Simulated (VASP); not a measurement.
# The easy axis of CrCoOs2, part 4 of 4

Aim: the energy of CrCoOs2 with the moments along several directions. The cell is invented: it takes the structure of COD entry 1525473, CrCoPt2 (space group 123 there), with some of its atoms replaced by other elements, volume scaled by an estimate. It may not be a known or stable phase.

VASP 6.6.1, plane waves and PAW; the level of theory is named at each step.

Still holding for the runs below: The magnetic state follows from one typed start and may not be the lowest. The k-mesh is coarse for a metal. A U on the itinerant d states of such a compound is hard to justify; it moves the bands at the Fermi level.

So far. Step 2 (Relax from a ferromagnetic start): The run ended after 9 ionic steps, 0.162 eV below its first step, once forces and stress met EDIFFG = -0.03. Step 4 (Spin-orbit coupling, axis 0×0×1): Energy at zero smearing: -31.05630 eV. The relaxed cell has a = 3.794, c = 3.979 Å (conventional setting).

## (5) Spin-orbit coupling, axis 1×0×0

Level of this step: PBE, DFT+U (Co d 6 eV, Cr d 5 eV), spin-orbit coupling, spin-polarised from a ferromagnetic start; plane waves and PAW (Os, Co, Cr); invented cell (VASP).

Input file INCAR:

```
SYSTEM = CrCoOs2
PREC = Accurate
ENCUT = 350
EDIFF = 1E-08
NELM = 150
ISMEAR = 0
SIGMA = 0.05
LREAL = .FALSE.
ALGO = Normal
GGA = PE
LNONCOLLINEAR = .TRUE.
MAGMOM = 0 0 -0.695 0 0 -0.695 0 0 2.057 0 0 3.881
NBANDS = 46
GGA_COMPAT = .FALSE.
LASPH = .TRUE.
LSORBIT = .TRUE.
LORBMOM = .TRUE.
ISYM = -1
LDAU = .TRUE.
LDAUTYPE = 2
LDAUL = -1 2 2
LDAUU = 0 6 5
LDAUJ = 0 0 0
LDAUPRINT = 1
LMAXMIX = 4
LORBIT = 11
LWAVE = .FALSE.
LCHARG = .FALSE.
KPAR = 4
AMIX = 0.2
BMIX = 1E-04
AMIX_MAG = 0.8
BMIX_MAG = 1E-04
SAXIS = 1 0 0
ICHARG = 11
ISIF = 0
```

Input file POSCAR:

```
CrCoOs2
1.0
    3.7940938200      0.0000000000      0.0000000000
    0.0000000000      3.7940938200      0.0000000000
    0.0000000000      0.0000000000      3.9792518847
Os Co Cr
2 1 1
Direct
    0.0000000000      0.5000000000      0.5000000000
    0.5000000000      0.0000000000      0.5000000000
    0.5000000000      0.5000000000      0.0000000000
    0.0000000000      0.0000000000      0.0000000000
```

Input file KPOINTS:

```
Automatic mesh
0
Gamma
6 6 5
0 0 0
```

The projector-augmented-wave data sets are Os, Co and Cr (PBE family, release 64).

The WAVECAR or CHGCAR of an earlier step is read.

The run is started by

```sh
$ mpirun -np 4 vasp_ncl
```

Log:

```text
[... set-up lines as in an earlier step ...]
 entering main loop
       N       E                     dE             d eps       ncg     rms          rms(c)
DAV:   1     0.223176050184E+03    0.22318E+03   -0.10027E+04 16856   0.113E+03
DAV:   2     0.164211428005E+01   -0.22153E+03   -0.20644E+03 16668   0.330E+02
DAV:   3    -0.286250792580E+02   -0.30267E+02   -0.26720E+02 21266   0.132E+02
DAV:   4    -0.309847857779E+02   -0.23597E+01   -0.22093E+01 21682   0.389E+01
DAV:   5    -0.310661470094E+02   -0.81361E-01   -0.80930E-01 20960   0.792E+00
DAV:   6    -0.310697395408E+02   -0.35925E-02   -0.35912E-02 24766   0.158E+00
DAV:   7    -0.310698169322E+02   -0.77391E-04   -0.77385E-04 21882   0.221E-01
DAV:   8    -0.310698203089E+02   -0.33766E-05   -0.33759E-05 26520   0.441E-02
DAV:   9    -0.310698203851E+02   -0.76270E-07   -0.77108E-07 22384   0.570E-03
DAV:  10    -0.310698203895E+02   -0.43365E-08   -0.30154E-08 19078   0.107E-03
   1 F= -.31069820E+02 E0= -.31067195E+02  d E =-.525133E-02  mag=     0.0000     0.0000     4.6446
```

It took 1.7 min on 4 MPI ranks of AMD EPYC 7R43, shared host; peak memory 1.8 GiB; 6.8 min of CPU time.

From OUTCAR (step 5):

```text
   NELECT =      31.0000    total number of electrons

atom =   3  type =  2  l = 2

 onsite density matrix

spin component  1

spin component  2

spin component  3

spin component  4

 occupancies and eigenvectors

atom =   4  type =  3  l = 2

 onsite density matrix

spin component  1

spin component  2

spin component  3

spin component  4

 occupancies and eigenvectors

 E-fermi :   7.6833

 k-point     1 :       0.0000    0.0000    0.0000
  band No.  band energies     occupation
    ...
     20       4.9345      1.00000
     21       6.0914      1.00000
     22       6.1016      1.00000
     23       6.1399      1.00000
     24       6.6665      1.00000
     25       7.8699      0.00000
     26       7.8829      0.00000
     27       8.2434      0.00000
     28       8.2511      0.00000
     29       8.8213      0.00000
    ...

 k-point     2 :       0.1667    0.0000    0.0000
  band No.  band energies     occupation
    ...
     22       5.9810      1.00000
     23       6.0762      1.00000
     24       6.6191      1.00000
     25       7.0375      1.00000
     26       7.0526      1.00000
     27       7.7678      0.00838
     28       8.0082      0.00000
     29       8.0686      0.00000
     30       8.1689      0.00000
     31       8.7125      0.00000
    ...

 POSITION                                       TOTAL-FORCE (eV/Angst)
 -----------------------------------------------------------------------------------
      0.00000      1.89705      1.98963         0.000000     -0.000000     -0.000000
      1.89705      0.00000      1.98963        -0.000000     -0.000000      0.000000
      1.89705      1.89705      0.00000         0.000000      0.000000     -0.000000
      0.00000      0.00000      0.00000         0.000000      0.000000      0.000000
 -----------------------------------------------------------------------------------
    total drift:                               -0.000001      0.000000     -0.000000

  FREE ENERGIE OF THE ION-ELECTRON SYSTEM (eV)
  ---------------------------------------------------
  free  energy   TOTEN  =       -31.0698203895 eV

  energy  without entropy=      -31.0645690578  energy(sigma->0) =      -31.06719472

 orbital moment (x)

 # of ion     p       d       tot
 ----------------------------------------
  1         0.003  -0.065  -0.062
  2         0.006  -0.066  -0.060
  3        -0.001   0.060   0.059
  4        -0.005   0.045   0.040
 ----------------------------------------
            0.003  -0.027  -0.024

 orbital moment (y)

 # of ion     p       d       tot
 ----------------------------------------
  1         0.000   0.000   0.000
  2         0.000  -0.000  -0.000
  3        -0.000   0.000  -0.000
  4        -0.000   0.000   0.000
 ----------------------------------------
           -0.000   0.000   0.000

 orbital moment (z)

 # of ion     p       d       tot
 ----------------------------------------
  1        -0.000   0.000   0.000
  2         0.000   0.000   0.000
  3         0.000  -0.000  -0.000
  4        -0.000   0.000   0.000
 ----------------------------------------
            0.000   0.000   0.000

 Spin-Orbit-Coupling matrix elements
 Ion:    1  E_soc:     -0.7356668
 Ion:    2  E_soc:     -0.7462392
 Ion:    3  E_soc:     -0.0084153
 Ion:    4  E_soc:     -0.0046408

 magnetization (x)
# of ion       s       p       d       tot
------------------------------------------
    1       -0.000  -0.000   0.000  -0.000
    2       -0.000   0.000  -0.000  -0.000
    3       -0.000  -0.000   0.000  -0.000
    4       -0.000   0.000  -0.000  -0.000
--------------------------------------------------
tot         -0.000   0.000  -0.000  -0.000

 magnetization (y)
# of ion       s       p       d       tot
------------------------------------------
    1        0.000  -0.000   0.000   0.000
    2       -0.000   0.000  -0.000  -0.000
    3        0.000   0.000   0.000   0.000
    4       -0.000   0.000   0.000   0.000
--------------------------------------------------
tot         -0.000   0.000   0.000   0.000

 magnetization (z)
# of ion       s       p       d       tot
------------------------------------------
    1       -0.038   0.002  -0.617  -0.654
    2       -0.038   0.002  -0.622  -0.659
    3        0.010   0.032   2.016   2.057
    4        0.050   0.065   3.762   3.878
--------------------------------------------------
tot         -0.017   0.100   4.539   4.622

[... 14 parts as in an earlier step ...]

[... 6 further parts left out ...]
```

Numbers from this step:

```yaml
free_energy_toten: -31.07 eV
energy_at_zero_smearing: -31.07 eV
fermi_energy: 7.683 eV
```

Orbital moment by atom:

```
atom   x (μB)  y (μB)  z (μB)    size
 Os1  -0.0620  0.0000  0.0000  0.0620
 Os2  -0.0600  0.0000  0.0000  0.0600
 Co3   0.0590  0.0000  0.0000  0.0590
 Cr4   0.0400  0.0000  0.0000  0.0400
```

On-site spin-orbit energy by atom:

```
atom  on-site spin-orbit energy (eV)
 Os1                          -0.736
 Os2                          -0.746
 Co3                          -0.008
 Cr4                          -0.005
```

Spin moments are printed in the frame of SAXIS, so no table in Cartesian axes is made from them.

Energy at zero smearing: -31.06719 eV.

## (6) Spin-orbit coupling, axis 1×1×0

INCAR, as its differences from that of step 5:

```diff
@@ -33,3 +33,3 @@
 BMIX_MAG = 1E-04
-SAXIS = 1 0 0
+SAXIS = 1 1 0
 ICHARG = 11
```

POSCAR is that of step 5.

KPOINTS is that of step 5.

The WAVECAR or CHGCAR of an earlier step is read.

The run is started by

```sh
$ mpirun -np 4 vasp_ncl
```

Log:

```text
[... set-up lines as in an earlier step ...]
 entering main loop
       N       E                     dE             d eps       ncg     rms          rms(c)
DAV:   1     0.223149610975E+03    0.22315E+03   -0.10027E+04 16856   0.113E+03
DAV:   2     0.172059474809E+01   -0.22143E+03   -0.20640E+03 16638   0.330E+02
DAV:   3    -0.286225462663E+02   -0.30343E+02   -0.26729E+02 21372   0.132E+02
DAV:   4    -0.309875742345E+02   -0.23650E+01   -0.22192E+01 21804   0.390E+01
[...]
DAV:   8    -0.310700874528E+02   -0.30572E-05   -0.30557E-05 26420   0.425E-02
DAV:   9    -0.310700875278E+02   -0.74957E-07   -0.74970E-07 22626   0.558E-03
DAV:  10    -0.310700875301E+02   -0.23174E-08   -0.29337E-08 19154   0.103E-03
   1 F= -.31070088E+02 E0= -.31067247E+02  d E =-.568165E-02  mag=     0.0000     0.0000     4.6446
```

The job ended after 1.7 min (4 MPI ranks; peak memory 1.8 GiB; 6.8 min of CPU time).

From OUTCAR (step 6):

```text
 POSITION                                       TOTAL-FORCE (eV/Angst)
 -----------------------------------------------------------------------------------
      0.00000      1.89705      1.98963        -0.000000     -0.000000      0.000000
      1.89705      0.00000      1.98963        -0.000000      0.000000     -0.000000
      1.89705      1.89705      0.00000         0.000000     -0.000000     -0.000000
      0.00000      0.00000      0.00000        -0.000000      0.000000     -0.000000
 -----------------------------------------------------------------------------------
    total drift:                                0.000000     -0.000000      0.000000

  FREE ENERGIE OF THE ION-ELECTRON SYSTEM (eV)
  ---------------------------------------------------
  free  energy   TOTEN  =       -31.0700875301 eV

  energy  without entropy=      -31.0644058797  energy(sigma->0) =      -31.06724670

 magnetization (x)
# of ion       s       p       d       tot
------------------------------------------
    1        0.000   0.000   0.000   0.000
    2        0.000   0.000  -0.000  -0.000
    3       -0.000  -0.000   0.000  -0.000
    4       -0.000   0.000  -0.000  -0.000
--------------------------------------------------
tot         -0.000   0.000  -0.000  -0.000

 magnetization (y)
# of ion       s       p       d       tot
------------------------------------------
    1       -0.000  -0.000  -0.002  -0.003
    2        0.000   0.000   0.002   0.003
    3       -0.000  -0.000   0.000   0.000
    4       -0.000  -0.000   0.000  -0.000
--------------------------------------------------
tot          0.000  -0.000   0.000   0.000

 magnetization (z)
# of ion       s       p       d       tot
------------------------------------------
    1       -0.038   0.001  -0.623  -0.659
    2       -0.038   0.001  -0.623  -0.659
    3        0.010   0.032   2.014   2.055
    4        0.050   0.065   3.762   3.878
--------------------------------------------------
tot         -0.017   0.100   4.530   4.614

[... 2 parts as in an earlier step ...]

[... 1 further part left out ...]
[key lines of the parts left out:]
E-fermi :   7.6808
```

Orbital moment by atom:

```
atom   x (μB)   y (μB)  z (μB)    size
 Os1  -0.0460  -0.0440  0.0000  0.0637
 Os2  -0.0440  -0.0460  0.0000  0.0637
 Co3   0.0410   0.0410  0.0000  0.0580
 Cr4   0.0280   0.0280  0.0000  0.0396
```

Spin moments are printed in the frame of SAXIS, so no table in Cartesian axes is made from them.

Energy at zero smearing: -31.06725 eV.

## (7) Summary

This step: magnetic anisotropy, PBE with spin-orbit coupling, DFT+U (Co d 6 eV, Cr d 5 eV); plane waves and PAW; invented cell (VASP 6.6.1).

This step runs nothing: it gathers the runs above.

This step gave:

* anisotropy energy: 5.474 meV/magnetic atom
* anisotropy density: 30.62 MJ/m³

Anisotropy, by row:

```
axis (Cartesian)  energy above the easiest (meV/magnetic atom)  orbital moment of the cell (μB)  sum of on-site spin-orbit energies (eV)
           0 0 1                                         5.474                            0.104                                   -1.485
           1 0 0                                         0.026                            0.023                                   -1.495
           1 1 0                                             0                           0.0297                                   -1.496
```

## (8) Results

| Quantity | Value |
| --- | --- |
| anisotropy energy | 5.47 meV/magnetic atom |
| anisotropy density | 30.6 MJ/m³ |

**Reading.** The directions run span 5.474 meV a magnetic atom. The easiest of the directions run is (1 1 0), but (1 0 0) lies only 0.026 meV above it, which is not resolved. In a metal this k mesh leaves noise of 0.1 meV or more, so only larger differences count. Spin moments are printed in the frame of SAXIS, whose z axis is the direction run. The density was held from the collinear run (force theorem), which is less safe where spin-orbit coupling is strong. U on a cell of metallic elements alone is a test of sensitivity more than a model of the material.

[Lines on the potential files, build, host, timing and source positions are cut from VASP's logs without a mark.]

[Logs are printed without paths, hosts, clocks, repeated set-up lines and the standing remarks that a program may print on its own settings, such as how far it seeks lower states.]

[Hosts, paths, dates, database ids (printed as entryN), source tags and the programs' standing remarks are cut or masked in the printed files.]

[Runs that stopped without an error message from VASP are left out.]

[In band tables of VASP the shares of atoms and orbitals are scaled to a sum of 1 inside the atoms' spheres.]
